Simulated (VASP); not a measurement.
Crystal: Be3Se2S.

```
Be Se S
1.0
    -2.88876    2.88876    3.18791
     2.88876   -2.88876    3.18791
     2.88876    2.88876   -3.18791
Be Se S
3 2 1
Direct
  0.73624 0.73624 0.00000
  0.26376 0.26376 0.00000
  0.00000 0.00000 0.00000
  0.75000 0.25000 0.50000
  0.25000 0.75000 0.50000
  0.50000 0.50000 0.00000
```

The cell was built by a generator and needn't be a form met in nature.

```yaml
Program: VASP 6.6.1
Task: relaxation of cell and atoms
Functional: PBE
Potentials_or_basis: VASP PAW PBE potentials, release 64 (Be, Se, S)
Cutoff: 520 eV
k_mesh: 4 × 4 × 4
Occupations: gaussian, width 0.15 eV
Spin: no spin polarisation
```

At the start: pressure 24.5 GPa; volume 17.74 Å³/atom.

Task: How do energy, volume and symmetry change on relaxing?

Result: Over 9 steps the energy falls by 1296.0 meV/atom and the volume is 16.51 Å³/atom (-6.9 %); space group I4/mmm (No. 139, to 0.05 Å).

Step by step:
```tsv
step	energy change (eV)	largest force (eV/Å)	pressure (GPa)	volume (Å³)
1	0.0000	8.6184	24.52	106.41
2	-3.0033	4.1326	-7.67	144.97
3	-3.1586	4.3359	-7.64	142.68
4	-3.3071	4.5475	-7.43	140.49
5	-4.0912	6.0223	-3.09	124.07
6	-6.6572	1.4549	-9.03	123.05
7	-6.9043	0.9098	-9.34	122.01
8	-7.7386	0.2377	-2.70	103.22
9	-7.7760	0.0223	0.03	99.05
```

Final structure:
```yaml
crystal:
  lattice:
    - [-2.41244, 2.41244, 4.25467]
    - [2.41244, -2.41244, 4.25467]
    - [2.41244, 2.41244, -4.25467]
  atoms:
    - { symbol: Be, position: [0.73313, 0.73313, 0.00000] }
    - { symbol: Be, position: [0.26687, 0.26687, 0.00000] }
    - { symbol: Be, position: [0.00000, 0.00000, 0.00000] }
    - { symbol: Se, position: [0.75000, 0.25000, 0.50000] }
    - { symbol: Se, position: [0.25000, 0.75000, 0.50000] }
    - { symbol: S, position: [0.50000, 0.50000, 0.00000] }
```

Caveat: the k mesh is coarse (spacing up to 0.38 Å⁻¹), so the values aren't converged.
